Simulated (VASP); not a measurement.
These are vdW-DF2, VASP's PBE PAW potentials (set 64) (plane waves; VASP) values and carry that method's errors.

VASP ran on this input.

POSCAR:
```
BaTiO3
1
    3.9622107526     0.0000000000     0.0000000000
    0.0000000000     3.9622107526     0.0000000000
    0.0000000000     0.0000000000     4.2672172855
Ba Ti O
1 1 3
Direct
  0.0000000000   0.0000000000   0.0147098990
  0.5000000000   0.5000000000   0.5335444481
  0.5000000000   0.5000000000   0.9538846784
  0.0000000000   0.5000000000   0.4809304872
  0.5000000000   0.0000000000   0.4809304872
```

**INCAR**
```
AGGAC = 0.0
ALGO = Normal
EDIFF = 1E-7
EDIFFG = -0.01
ENCUT = 520
GGA = ML
IBRION = 2
ISIF = 4
ISMEAR = 0
LASPH = T
LCHARG = F
LMAXMIX = 4
LREAL = F
LUSE_VDW = T
LWAVE = F
NELM = 100
NSW = 30
PREC = Accurate
SIGMA = 0.05
SYSTEM = BaTiO3
ZAB_VDW = -1.8867
```

File KPOINTS:
```
Regular mesh
0
Gamma
6 6 5
0 0 0
```

POTCAR, in this order: Ba_sv Ti_sv O (PBE.64 set). Program: vasp_std.

The resulting files:

File OUTCAR:
```
 ion  position               nearest neighbor table
   1  0.000  0.000  0.015-   4 2.81   5 2.81   4 2.81   5 2.81   3 2.81   3 2.81   3 2.81   3 2.81
                             4 3.02   5 3.02   5 3.02   4 3.02   2 3.47   2 3.47   2 3.47   2 3.47
   2  0.500  0.500  0.534-   3 1.79   4 1.99   5 1.99   5 1.99   4 1.99   1 3.47   1 3.47   1 3.47
                             1 3.47   1 3.57   1 3.57   1 3.57   1 3.57
   3  0.500  0.500  0.954-   2 1.79   1 2.81   1 2.81   1 2.81   1 2.81
   4  0.000  0.500  0.481-   2 1.99   2 1.99   1 2.81   1 2.81   1 3.02   1 3.02
   5  0.500  0.000  0.481-   2 1.99   2 1.99   1 2.81   1 2.81   1 3.02   1 3.02
  LATTYP: Found a simple tetragonal cell.
 ALAT       =     3.9622107526
 C/A-ratio  =     1.0769788767
 Subroutine PRICEL returns:
 Original cell was already a primitive cell.
 Subroutine GETGRP returns: Found  8 space group operations
The static configuration has the point symmetry C_4v.
The dynamic configuration has the point symmetry C_4v.
 Subroutine INISYM returns: Found  8 space group operations
 Subroutine IBZKPT returns following result:
 Found     30 irreducible k-points:

 Following reciprocal coordinates:
            Coordinates               Weight
  0.000000  0.000000  0.000000      1.000000
  0.166667  0.000000  0.000000      4.000000
  0.333333  0.000000  0.000000      4.000000
  0.500000  0.000000  0.000000      2.000000
  0.166667  0.166667  0.000000      4.000000
  0.333333  0.166667  0.000000      8.000000
  0.500000  0.166667  0.000000      4.000000
  0.333333  0.333333  0.000000      4.000000
  0.500000  0.333333  0.000000      4.000000
  0.500000  0.500000  0.000000      1.000000
  0.000000  0.000000  0.200000      2.000000
  0.166667  0.000000  0.200000      8.000000
  0.333333  0.000000  0.200000      8.000000
  0.500000  0.000000  0.200000      4.000000
  0.166667  0.166667  0.200000      8.000000
  0.333333  0.166667  0.200000     16.000000
  0.500000  0.166667  0.200000      8.000000
  0.333333  0.333333  0.200000      8.000000
  0.500000  0.333333  0.200000      8.000000
  0.500000  0.500000  0.200000      2.000000
  0.000000  0.000000  0.400000      2.000000
  0.166667  0.000000  0.400000      8.000000
  0.333333  0.000000  0.400000      8.000000
  0.500000  0.000000  0.400000      4.000000
  0.166667  0.166667  0.400000      8.000000
  0.333333  0.166667  0.400000     16.000000
  0.500000  0.166667  0.400000      8.000000
  0.333333  0.333333  0.400000      8.000000
  0.500000  0.333333  0.400000      8.000000
  0.500000  0.500000  0.400000      2.000000
   k-points           NKPTS =     30   k-points in BZ     NKDIM =     30   number of bands    NBANDS=     24
   number of dos      NEDOS =    301   number of ions     NIONS =      5
   total plane-waves  NPLWV =  28800
   dimension x,y,z NGX =    30 NGY =   30 NGZ =   32
   dimension x,y,z NGXF=    60 NGYF=   60 NGZF=   64
   ions per type =               1   1   3
   PREC   = accura    normal or accurate (medium, high low for compatibility)
   ISTART =      0    job   : 0-new  1-cont  2-samecut
   ICHARG =      2    charge: 1-file 2-atom 10-const
   ISPIN  =      1    spin polarized calculation?
   LNONCOLLINEAR =      F non collinear calculations
   LSORBIT =      F    spin-orbit coupling
   INIWAV =      1    electr: 0-lowe 1-rand  2-diag
   ENCUT  =  520.0 eV  38.22 Ry    6.18 a.u.   7.37  7.37  7.93*2*pi/ulx,y,z
   NELM   =    100;   NELMIN=  2; NELMDL= -5     # of ELM steps
   EDIFF  = 0.1E-06   stopping-criterion for ELM
   LREAL  =      F    real-space projection
   NLSPLINE    = F    spline interpolate recip. space projectors
   LMAXMIX     =    4 max onsite mixed and CHGCAR
   VOSKOWN=      0    Vosko Wilk Nusair interpolation
   EDIFFG = -.1E-01   stopping-criterion for IOM
   NSW    =     30    number of steps for IOM
   NBLOCK =      1;   KBLOCK =     30    inner block; outer block
...
```

OSZICAR:
```
...
DAV:   8    -0.302208591951E+02    0.14259E-05   -0.28114E-05  1720   0.405E-02    0.356E-03
DAV:   9    -0.302208595064E+02   -0.31128E-06   -0.21044E-06  1688   0.114E-02    0.135E-03
DAV:  10    -0.302208595931E+02   -0.86742E-07   -0.26631E-07  1520   0.511E-03
   2 F= -.30220860E+02 E0= -.30220860E+02  d E =-.204348E-01
       N       E                     dE             d eps       ncg     rms          rms(c)
DAV:   1    -0.302193739337E+02    0.14856E-02   -0.53389E-01  1592   0.844E+00    0.192E-01
DAV:   2    -0.302219873526E+02   -0.26134E-02   -0.31402E-02  1520   0.125E+00    0.200E-01
DAV:   3    -0.302219097179E+02    0.77635E-04   -0.17400E-03  2024   0.316E-01    0.112E-01
DAV:   4    -0.302218596733E+02    0.50045E-04   -0.33379E-04  1800   0.162E-01    0.552E-02
DAV:   5    -0.302218531648E+02    0.65085E-05   -0.10690E-04  1760   0.853E-02    0.124E-02
DAV:   6    -0.302218521815E+02    0.98329E-06   -0.15924E-05  1728   0.346E-02    0.694E-03
DAV:   7    -0.302218520526E+02    0.12893E-06   -0.30708E-06  1800   0.153E-02    0.293E-03
DAV:   8    -0.302218519566E+02    0.95939E-07   -0.12155E-06  1832   0.805E-03    0.864E-04
DAV:   9    -0.302218519499E+02    0.67048E-08   -0.12926E-07   888   0.281E-03
   3 F= -.30221852E+02 E0= -.30221852E+02  d E =-.214271E-01
       N       E                     dE             d eps       ncg     rms          rms(c)
DAV:   1    -0.302566605693E+02   -0.34809E-01   -0.44576E+00  1448   0.203E+01    0.125E+00
DAV:   2    -0.302515776536E+02    0.50829E-02   -0.21969E-01  1480   0.346E+00    0.782E-01
DAV:   3    -0.302401583121E+02    0.11419E-01   -0.35211E-02  1944   0.165E+00    0.269E-01
DAV:   4    -0.302391536087E+02    0.10047E-02   -0.72058E-03  1856   0.697E-01    0.863E-02
DAV:   5    -0.302391688607E+02   -0.15252E-04   -0.13426E-03  1848   0.269E-01    0.514E-02
DAV:   6    -0.302391435332E+02    0.25327E-04   -0.19904E-04  1960   0.114E-01    0.245E-02
DAV:   7    -0.302391523800E+02   -0.88468E-05   -0.47721E-05  1888   0.586E-02    0.119E-02
DAV:   8    -0.302391514941E+02    0.88595E-06   -0.18071E-05  1800   0.305E-02    0.213E-03
DAV:   9    -0.302391515904E+02   -0.96297E-07   -0.10187E-06  1696   0.831E-03    0.117E-03
DAV:  10    -0.302391515629E+02    0.27422E-07   -0.80655E-08   960   0.258E-03
   4 F= -.30239152E+02 E0= -.30239152E+02  d E =-.172996E-01
       N       E                     dE             d eps       ncg     rms          rms(c)
DAV:   1    -0.302792145760E+02   -0.40063E-01   -0.80286E+00  1448   0.272E+01    0.168E+00
DAV:   2    -0.302705497782E+02    0.86648E-02   -0.39839E-01  1488   0.465E+00    0.105E+00
DAV:   3    -0.302500899322E+02    0.20460E-01   -0.66372E-02  1944   0.226E+00    0.375E-01
DAV:   4    -0.302481509466E+02    0.19390E-02   -0.13600E-02  1888   0.950E-01    0.119E-01
DAV:   5    -0.302481713986E+02   -0.20452E-04   -0.25694E-03  1800   0.364E-01    0.717E-02
DAV:   6    -0.302481223229E+02    0.49076E-04   -0.38868E-04  1912   0.160E-01    0.334E-02
DAV:   7    -0.302481385639E+02   -0.16241E-04   -0.84999E-05  1824   0.791E-02    0.163E-02
DAV:   8    -0.302481369549E+02    0.16090E-05   -0.32695E-05  1856   0.414E-02    0.307E-03
DAV:   9    -0.302481372006E+02   -0.24576E-06   -0.19653E-06  1704   0.117E-02    0.175E-03
DAV:  10    -0.302481371667E+02    0.33969E-07   -0.16166E-07  1072   0.354E-03
   5 F= -.30248137E+02 E0= -.30248137E+02  d E =-.262852E-01
       N       E                     dE             d eps       ncg     rms          rms(c)
DAV:   1    -0.302438357366E+02    0.43015E-02   -0.15470E+00  1680   0.152E+01    0.309E-01
DAV:   2    -0.302522140875E+02   -0.83784E-02   -0.10530E-01  1480   0.239E+00    0.217E-01
DAV:   3    -0.302520606167E+02    0.15347E-03   -0.42648E-03  2064   0.478E-01    0.124E-01
DAV:   4    -0.302518837799E+02    0.17684E-03   -0.80801E-04  2024   0.276E-01    0.643E-02
DAV:   5    -0.302518536585E+02    0.30121E-04   -0.26061E-04  2056   0.141E-01    0.170E-02
DAV:   6    -0.302518539254E+02   -0.26692E-06   -0.20553E-05  1936   0.423E-02    0.103E-02
DAV:   7    -0.302518538273E+02    0.98112E-07   -0.41156E-06  1824   0.175E-02    0.484E-03
DAV:   8    -0.302518542122E+02   -0.38492E-06   -0.12047E-06  1720   0.108E-02    0.144E-03
DAV:   9    -0.302518542622E+02   -0.49956E-07   -0.26611E-07  1096   0.488E-03
   6 F= -.30251854E+02 E0= -.30251854E+02  d E =-.371710E-02
       N       E                     dE             d eps       ncg     rms          rms(c)
DAV:   1    -0.302448689677E+02    0.69852E-02   -0.15471E+00  1680   0.151E+01    0.308E-01
DAV:   2    -0.302534794247E+02   -0.86105E-02   -0.10749E-01  1480   0.240E+00    0.214E-01
DAV:   3    -0.302533284205E+02    0.15100E-03   -0.43521E-03  2056   0.481E-01    0.123E-01
DAV:   4    -0.302531472996E+02    0.18112E-03   -0.79590E-04  2032   0.277E-01    0.629E-02
DAV:   5    -0.302531179809E+02    0.29319E-04   -0.26158E-04  1984   0.141E-01    0.169E-02
DAV:   6    -0.302531182927E+02   -0.31175E-06   -0.21250E-05  1976   0.432E-02    0.104E-02
DAV:   7    -0.302531181474E+02    0.14524E-06   -0.40410E-06  1832   0.177E-02    0.486E-03
DAV:   8    -0.302531185450E+02   -0.39763E-06   -0.12626E-06  1704   0.108E-02    0.146E-03
DAV:   9    -0.302531186025E+02   -0.57407E-07   -0.24306E-07  1072   0.490E-03
   7 F= -.30253119E+02 E0= -.30253119E+02  d E =-.498144E-02
       N       E                     dE             d eps       ncg     rms          rms(c)
DAV:   1    -0.302531050540E+02    0.13491E-04   -0.30826E-03  1680   0.674E-01    0.137E-02
DAV:   2    -0.302531223677E+02   -0.17314E-04   -0.21429E-04  1480   0.107E-01    0.950E-03
DAV:   3    -0.302531221473E+02    0.22032E-06   -0.89125E-06  2064   0.217E-02    0.550E-03
DAV:   4    -0.302531218021E+02    0.34523E-06   -0.15857E-06  1968   0.124E-02    0.298E-03
DAV:   5    -0.302531217783E+02    0.23833E-07   -0.51446E-07  1656   0.655E-03
   8 F= -.30253122E+02 E0= -.30253122E+02  d E =-.498461E-02
       N       E                     dE             d eps       ncg     rms          rms(c)
DAV:   1    -0.302528197617E+02    0.30204E-03   -0.64773E-02  1696   0.341E+00    0.667E-02
DAV:   2    -0.302532776156E+02   -0.45785E-03   -0.51654E-03  1464   0.497E-01    0.504E-02
DAV:   3    -0.302532820178E+02   -0.44022E-05   -0.25158E-04  2072   0.121E-01    0.266E-02
DAV:   4    -0.302532792495E+02    0.27683E-05   -0.27943E-05  1936   0.545E-02    0.166E-02
DAV:   5    -0.302532789024E+02    0.34715E-06   -0.10703E-05  1912   0.314E-02    0.390E-03
DAV:   6    -0.302532790799E+02   -0.17747E-06   -0.13066E-06  1752   0.108E-02    0.217E-03
DAV:   7    -0.302532791287E+02   -0.48854E-07   -0.28403E-07  1256   0.659E-03
   9 F= -.30253279E+02 E0= -.30253279E+02  d E =-.157350E-03
       N       E                     dE             d eps       ncg     rms          rms(c)
DAV:   1    -0.302532790460E+02    0.33898E-07   -0.24007E-05  1696   0.655E-02    0.131E-03
DAV:   2    -0.302532792396E+02   -0.19361E-06   -0.20775E-06  1448   0.999E-03    0.991E-04
DAV:   3    -0.302532792297E+02    0.98303E-08   -0.71562E-08  1000   0.233E-03
  10 F= -.30253279E+02 E0= -.30253279E+02  d E =-.157451E-03
       N       E                     dE             d eps       ncg     rms          rms(c)
DAV:   1    -0.302533983404E+02   -0.11910E-03   -0.17714E-02  1520   0.127E+00    0.854E-02
DAV:   2    -0.302533615232E+02    0.36817E-04   -0.81037E-04  1480   0.222E-01    0.503E-02
DAV:   3    -0.302533089780E+02    0.52545E-04   -0.14811E-04  1832   0.108E-01    0.151E-02
DAV:   4    -0.302533056278E+02    0.33502E-05   -0.24879E-05  1720   0.384E-02    0.548E-03
DAV:   5    -0.302533056623E+02   -0.34513E-07   -0.54178E-06  1696   0.153E-02    0.258E-03
DAV:   6    -0.302533056015E+02    0.60800E-07   -0.59248E-07  1720   0.641E-03
  11 F= -.30253306E+02 E0= -.30253306E+02  d E =-.263718E-04
```

File OUTCAR:
```
------------------------ aborting loop because EDIFF is reached ----------------------------------------
  FORCE on cell =-STRESS in cart. coord.  units (eV):
  Direction    XX          YY          ZZ          XY          YZ          ZX
  --------------------------------------------------------------------------------------
  Total        2.6206553      2.6206553      2.6070705      0.0000000     -0.0000000      0.0000000
  in kB       62.6759015     62.6759015     62.3510044      0.0000000     -0.0000000      0.0000000
  external PRESSURE =      62.5676025 kB  Pullay stress =       0.0000000 kB
  volume of cell :       66.99
      direct lattice vectors                 reciprocal lattice vectors
     4.027274736  0.000000000  0.000000000     0.248306874  0.000000000  0.000000000
     0.000000000  4.027274736 -0.000000000     0.000000000  0.248306874 -0.000000000
     0.000000000  0.000000000  4.130450165     0.000000000  0.000000000  0.242104362
 POSITION                                       TOTAL-FORCE (eV/Angst)
 -----------------------------------------------------------------------------------
      0.00000      0.00000      0.01027         0.000000      0.000000      0.005427
      2.01364      2.01364      2.14586         0.000000      0.000000      0.004286
      2.01364      2.01364      4.01621        -0.000000     -0.000000     -0.008728
      0.00000      2.01364      2.00254         0.000000     -0.000000     -0.000492
      2.01364      4.02727      2.00254         0.000000     -0.000000     -0.000492
 -----------------------------------------------------------------------------------
    total drift:                                0.000000      0.000000     -0.000128
  FREE ENERGIE OF THE ION-ELECTRON SYSTEM (eV)
  ---------------------------------------------------
  free  energy   TOTEN  =       -30.2533056015 eV

  energy  without entropy=      -30.2533056015  energy(sigma->0) =      -30.25330560

 reached required accuracy - stopping structural energy minimisation
```
(Selected blocks of OUTCAR.)

### CONTCAR
```
BaTiO3
   1.00000000000000
     4.0272747360093470    0.0000000000000000    0.0000000000000000
     0.0000000000000000    4.0272747360093470   -0.0000000000000000
     0.0000000000000000    0.0000000000000000    4.1304501651049472
  Ba              Ti              O
     1     1     3
Direct
     0.0000000000000000    0.0000000000000000    0.0024872039865534
     0.5000000000000000    0.5000000000000000    0.5195219807745113
     0.5000000000000000    0.5000000000000000    0.9723416516795933
     0.0000000000000000    0.5000000000000000    0.4848245817296731
     0.5000000000000000    1.0000000000000000    0.4848245817296731
```

The compound is BaTiO3 in the tetragonal perovskite structure. This cell is one point of a volume scan, at 0.94 of the reference volume. Symmetry was kept, so distortions that lower it aren't found.
